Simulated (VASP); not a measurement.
```
Ni
1.0
    0.00000     1.73089     1.73089
    1.73089     0.00000     1.73089
    1.73089     1.73089     0.00000
Ni
1
Direct
  0.00000   0.00000   0.00000
```
Starting moments (μB, in the order of the record's atoms Ni): 0.6.

Calculation: PBEsol GGA, VASP's PBE PAW potentials (set 64) (plane waves; VASP). Numerical set-up: 500 eV cut-off, 18×18×18 Γ-centred mesh, first-order Methfessel-Paxton smearing of 0.10 eV, potentials Ni.

Energy and stress use the plane-wave basis of the starting cell.

Problem. The ions, cell shape and volume at an external pressure of 5.0 GPa are relaxed. What does this cell relax into?

Solution. 
```
Ni
1.0
    0.00000     1.71900     1.71900
    1.71900     0.00000     1.71900
    1.71900     1.71900     0.00000
Ni
1
Cartesian
  0.00000   0.00000   0.00000
```
Space group Fm-3m (225), at a tolerance of 0.03 Å. The cell ends with 0.61 μB, on the sites 0.61 μB.

Problem. How do energy and volume change from the first to the last step?

Solution. The energy (σ→0) changes by +3.2 meV/atom and the volume by -2.0 %, in 3 ionic steps.

```json
[
 {"step": "1", "E(σ→0) (eV)": "-6.1372", "max force (eV/Å)": "0.000", "pressure (GPa)": "-0.03", "volume (Å³)": "10.37"},
 {"step": "2", "E(σ→0) (eV)": "-6.1197", "max force (eV/Å)": "0.000", "pressure (GPa)": "12.20", "volume (Å³)": "9.89"},
 {"step": "3", "E(σ→0) (eV)": "-6.1339", "max force (eV/Å)": "0.000", "pressure (GPa)": "4.97", "volume (Å³)": "10.16"}
]
```

The compound is Ni in the fcc structure. This run relaxes it under an external pressure of 5 GPa. Symmetry was kept, so distortions that lower it aren't found.
